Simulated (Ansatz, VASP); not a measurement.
# ZrSeBr: VASP beside Ansatz

Aim: how closely do two programs agree when they are given the same cell, functional and k mesh? The cell is invented: As first built, before any earlier steps moved the atoms (in the runner's words): it takes the ZrBrO structure with some of its atoms replaced by other elements, volume scaled by an estimate. It may not be a known or stable phase. The cell is taken from a series of VASP runs on this material, whose earlier steps may have relaxed, scaled or displaced it; both programs get it as it stands.

Calculated with Ansatz 0.2.0; plane waves, with VASP 6.6.1 beside it; relaxation of cell and atoms at PBE.

## 1. Set-up

Symmetry: R-3m, No. 166, trigonal system. Conventional cell: a = 4.590 Å, b = 4.590 Å, c = 29.834 Å, α = 90.00°, β = 90.00°, γ = 120.00°. Zr has 4 Se at 2.65 to 2.66 Å and 3 Br at 3.12 Å nearest. Nearest to Br lie 3 Zr at 3.12 Å. Se has 4 Zr at 2.65 to 2.66 Å nearest. As first built, before any earlier steps moved the atoms (in the runner's words): sites of the ZrBrO structure (space group 166) filled with other elements, volume scaled by an estimate. Farther neighbours and most contacts between anions are not listed.

## 2. Ansatz: relaxation of cell and atoms, PBE

Ansatz runs on its default PAW (the set named soft_2) files.

The relaxed volume is the usual yardstick between codes: its relative difference is about their pressure difference at one cell divided by the bulk modulus.

input.yaml

```yaml
crystal:
  lattice:
    - [2.2951881674, 1.3251276172, 9.9447732262]
    - [-2.2951881674, 1.3251276172, 9.9447732262]
    - [0.0, -2.6502552344, 9.9447732262]
  atoms:
    - { symbol: Zr, position: [0.1181904367, 0.1181904367, 0.1181904367] }
    - { symbol: Zr, position: [0.8818095633, 0.8818095633, 0.8818095633] }
    - { symbol: Br, position: [0.3962442707, 0.3962442707, 0.3962442707] }
    - { symbol: Br, position: [0.6037557293, 0.6037557293, 0.6037557293] }
    - { symbol: Se, position: [0.2069466795, 0.2069466795, 0.2069466795] }
    - { symbol: Se, position: [0.7930533205, 0.7930533205, 0.7930533205] }
hamiltonian:
  xc: pbe
  pseudopotentials: { kind: paw }
kpoints:
  mp_grid: { grid: [6, 6, 6] }
scf:
  occupations: { method: fermi_dirac, width: 0.05 }
relax:
  f_tol: 0.01
  max_steps: 60
  cell: { stress_tol: 0.05 }
output:
  forces: true
  stress: true
  write_density: true
  write_potential: true
  elf: true
  volumetric_format: npy
```

The run is started by

```
$ ansatz run input.yaml --threads 4 --pin off --max-ram 9216MiB --backend cpu --events-out ev --progress --plain --runs-dir out
```

Numbers of over 12 decimals in the logs are rounded to 6 here.

Output:

```text
basis.fft_grid_basis auto: the FFT boxes are laid along the combinations [[1, -1, 0], [0, 1, 0], [0, -1, 1]] of the cell's own vectors, 4.590, 10.292 and 4.590 Å long. The dense box has 32×72×32 points. Along the cell's own vectors, as sized, it would have 72×72×72, 5.06 times as many. Of the 12 symmetry operations that the crystal satisfies within crystal.symmetry.tolerance (time reversal apart; of a slab, those tha [...]
Engine: ansatz 0.2.0, x86_64-unknown-linux-gnu
Pseudopotentials: kind: paw
Pseudopotential: Zr, paw, valence charge 12, recommended cutoff 420 eV (normal), Zr.paw.azcp
Pseudopotential: Br, paw, valence charge 7, recommended cutoff 420 eV (normal), Br.paw.azcp
Pseudopotential: Se, paw, valence charge 16, recommended cutoff 420 eV (normal), Se.paw.azcp
Functional definition: PBE
  parameter kappa = 0.804
  parameter beta = 0.066725
  exchange = pbe_x(kappa = kappa, mu = beta*pi^2/3)
  correlation = pbe_c(beta = beta)
Crystal: 6 atoms, lattice volume = 181.477 Å³
Basis set: ecut = 420 eV, 3585 PW (Γ), FFT grids on a1−a2, a2, −a2+a3, exchange–correlation on 64×144×64 points (8 copies of the dense FFT grid, shifted against one another)
Bands: 42, of which v1, the nominal top of the filled ones, is band 35 counted from 1 (34 counted from 0)
Symmetry: 12 space group operations
Space group: R-3m (ITA 166), of the structure as read, at distance tolerance 5.7e-5 Å
k-points: 32 of 216
Non-local potential: Zr, projectors of the file, l = 0: 3, l = 1: 2, l = 2: 2, l = 3: 2
Non-local potential: Br, projectors of the file, l = 0: 2, l = 1: 2, l = 2: 2
Non-local potential: Se, projectors of the file, l = 0: 2, l = 1: 2, l = 2: 3, l = 3: 1
PAW form: soft (Blöchl's): semilocal exchange-correlation on the pseudo side does not see the compensation charge
PAW one-centre angular grid: Zr, 590 points (default); XC on 64 Gauss nodes
PAW one-centre angular grid: Br, 110 points (default); XC on 64 Gauss nodes
PAW one-centre angular grid: Se, 590 points (default); XC on 64 Gauss nodes
Initial density: superposition of atomic densities (neutral atoms: chi_scale 0, normalization atom), corrected by the library's trained network
Initial wavefunctions: pseudopotential atomic-orbital guess
Functional: x = pbe(κ = 0.804, μ = 0.219515), c = pbe(β = 0.066725)
SCF iter   1: F=—  HF=-24878.596529 eV  |F-HF|=—  |Δ(HF+E_count)|=         —  Δρ=3.35e-3  dr2=1.35e-2  ethr=1.77e-3  ⟨swp⟩=6.5  Hψ=5546  notcnv=0
preconditioner: auto → LDOS  [metal: Δε(μ)=0.062 eV  Ē_g=7.786 eV  σ=0.050 eV  W_gap=0.30  n_scr=42 (ndim 8)  ℏωp=16.1 eV  f_vac=0.188  D(μ)=3.88/eV (n_scr^D=30)  β→1.0]
SCF iter   2: F=—  HF=-24878.602791 eV  |F-HF|=—  |Δ(HF+E_count)|=   6.26e-3  Δρ=7.53e-4  dr2=9.36e-4  ethr=1.93e-5  ⟨swp⟩=2.0  Hψ=2928  notcnv=0
SCF iter   3: F=—  HF=-24878.603427 eV  |F-HF|=—  |Δ(HF+E_count)|=   6.35e-4  Δρ=3.36e-4  dr2=2.91e-4  ethr=1.34e-6  ⟨swp⟩=2.3  Hψ=2129  notcnv=0
SCF iter   4: F=—  HF=-24878.603390 eV  |F-HF|=—  |Δ(HF+E_count)|=   3.63e-5  Δρ=1.15e-4  dr2=3.84e-5  ethr=4.15e-7  ⟨swp⟩=2.0  Hψ=2408  notcnv=0
SCF iter   5: F=—  HF=-24878.603546 eV  |F-HF|=—  |Δ(HF+E_count)|=   1.56e-4  Δρ=2.96e-5  dr2=1.93e-6  ethr=5.48e-8  ⟨swp⟩=2.0  Hψ=2410  notcnv=0
SCF iter   6: F=—  HF=-24878.603546 eV  |F-HF|=—  |Δ(HF+E_count)|=   4.87e-7  Δρ=9.37e-6  dr2=2.01e-7  ethr=2.76e-9  ⟨swp⟩=2.0  Hψ=2094  notcnv=0
SCF iter   7: F=-24878.603546 eV  HF=-24878.603546 eV  |F-HF|=3.15e-9  |Δ(HF+E_count)|=   1.96e-8  Δρ=2.71e-6  dr2=1.12e-8  ethr=1.43e-10  ⟨swp⟩=9.8  Hψ=9696  notcnv=0
SCF 1 converged in 7 iterations: F = -24878.603546 eV  dr2 = 1.12e-8
  greatest PAW one-centre occupation: 1.000 electrons in one spin orbital (limit 2), on the Se atom at site 5 (counted from 0), in its partial waves of l = 2
relax step   1: F+E_penalty+E_count = -24878.60354635 eV  Δ(F+E_penalty+E_count) = +0.000e0 eV  max|allowed force component| = 1.208e-2 eV/Å  Δτ_max = 0.0000 Å  P = +0.017 GPa  Ω = 181.477 Å³  (7 SCF iters, dr2 threshold 1.00e-7 eV, accepted)
[...]
relax step   2: F+E_penalty+E_count = -24878.60360175 eV  Δ(F+E_penalty+E_count) = -5.540e-5 eV  max|allowed force component| = 1.070e-2 eV/Å  Δτ_max = 0.0024 Å  P = -0.009 GPa  Ω = 181.478 Å³  energy of the carried Pulay correction = -6.602e-8 eV  (5 SCF iters, dr2 threshold 1.24e-8 eV, accepted)
[...]
relax step   3: F+E_penalty+E_count = -24878.60362393 eV  Δ(F+E_penalty+E_count) = -2.218e-5 eV  max|allowed force component| = 2.483e-3 eV/Å  Δτ_max = 0.0027 Å  P = +0.005 GPa  Ω = 181.494 Å³  energy of the carried Pulay correction = -1.468e-6 eV  (5 SCF iters, dr2 threshold 7.16e-9 eV, accepted)
[...]
relax step   4: F+E_penalty+E_count = -24878.60362689 eV  Δ(F+E_penalty+E_count) = -2.957e-6 eV  max|allowed force component| = 2.477e-3 eV/Å  Δτ_max = 0.0000 Å  P = +0.005 GPa  Ω = 181.494 Å³  stress off target by 1.49e-2 GPa  SCF on the basis re-selected at this cell (its energy is not comparable with the rows above)  (4 SCF iters)
basis re-selected at this cell: Δ(F+E_penalty+E_count) = -2.957e-6 eV, ΔP = -0.000 GPa vs the last step (what re-selecting the basis moved, of the pressure what is left beyond the Pulay correction that the steps carried, after the strain that the cell walked since its last selection, with what the two solves' SCF thresholds leave and, on support functions, any second-order correction that the steps lacked; it is no m [...]
SCF converged after 4 iterations
Free energy (F): -24878.603627 eV
Harris-Foulkes:  -24878.603627 eV  (|F-HF|=1.09e-11)
Internal energy: -24878.572555 eV  (E = F + TS)
E sigma→0 (E₀):  -24878.588091 eV
Entropy (-TS):   -0.031072 eV (-5.179 meV/atom)
Fermi energy:    7.428382 eV
--- Per-component energies (eV) ---
  E_band       = -1210.670236
  E_kinetic    = 1170.309157
  E_local      = -11800.720744  (includes V_loc(G=0)·N_el)
  E_nonlocal   = -891.277891
  E_hartree    = 5420.840732
  E_xc         = -1061.040835
  E_vxc        = -785.924687  (∫ρ·V_xc dr)
  E_paw        = -14223.508155  (= ΣΔE_a)
  E_vpaw       = 255.263842  (= ΣTr[D̂ρ^β])
  E_aug_tail   = -0.001098  (compensation charges beyond the density's cutoff)
  E_ewald      = -3493.173721
  E_smearing   = -0.031072  (= −TS)
  E_closure    = -0.000000  (closes the sum)
  Σ components = -24878.603627   (vs F -24878.603627, Δ=0.00e0)
--- Forces (eV/Å), atoms counted from 1 ---
  atom   1  Zr     0.00000000     0.00000000     0.00103361
  atom   2  Zr    -0.00000000    -0.00000000    -0.00103361
  atom   3  Br     0.00000000     0.00000000     0.00020297
  atom   4  Br    -0.00000000    -0.00000000    -0.00020297
  atom   5  Se     0.00000000     0.00000000     0.00247731
  atom   6  Se    -0.00000000    -0.00000000    -0.00247731
  max |Σ_I F_I| component: 4.63e-18 eV/Å
--- Stress (GPa, compression-positive) ---
        0.000266       0.000000      -0.000000
        0.000000       0.000266       0.000000
       -0.000000       0.000000       0.014924
  P = ⅓ Tr σ = 0.0052 GPa (0.052 kbar)
--- Band table (eV; the first three rows and the last of 32) ---
  k-point 0: bands = [... 31 lower, 4.2987, 4.2987, 4.7592, 7.1453, 7.1453, 7.9471, 8.4363, 8.4363, ... 3 higher]
  k-point 1: bands = [... 31 lower, 4.3406, 4.3677, 4.8280, 7.2805, 7.5126, 7.9073, 8.5267, 8.7099, ... 3 higher]
  k-point 2: bands = [... 31 lower, 4.4092, 4.7187, 4.8120, 7.4037, 7.7067, 8.1175, 8.5304, 8.6714, ... 3 higher]
  k-point 31: bands = [... 31 lower, 4.2740, 4.2740, 4.5354, 7.1441, 7.1441, 7.9171, 8.4151, 8.4151, ... 3 higher]
--- Relaxed structure (3 steps of the walk, 3 accepted, 1 SCFs on fresh bases) ---
  F+E_penalty+E_count = -24878.60362689 eV   max|allowed force component| = 2.477e-3 eV/Å   (the final SCF, on the basis selected at the relaxed cell)
  cell:  # Å, volume = 181.4945 Å³
    - [2.294080, 1.324488, 9.955326]
    - [-2.294080, 1.324488, 9.955326]
    - [0, -2.648976, 9.955326]
  atoms:
    - { symbol: Zr, position: [0.118096, 0.118096, 0.118096] }
    - { symbol: Zr, position: [0.881904, 0.881904, 0.881904] }
    - { symbol: Br, position: [0.396161, 0.396161, 0.396161] }
    - { symbol: Br, position: [0.603839, 0.603839, 0.603839] }
    - { symbol: Se, position: [0.206835, 0.206835, 0.206835] }
    - { symbol: Se, position: [0.793165, 0.793165, 0.793165] }
```

It took 7.9 s on 4 threads of Intel Xeon 6975P-C (Granite Rapids), shared host; peak memory 0.74 GiB.

(Continued in part 2 of 2.)

[Lines on the potential files, build, host, timing and source positions are cut from VASP's logs without a mark.]

[Logs are printed without paths, hosts, clocks, repeated set-up lines and the standing remarks that a program may print on its own settings, such as how far it seeks lower states.]

[Hosts, paths, dates, database ids (printed as entryN), source tags and the programs' standing remarks are cut or masked in the printed files.]
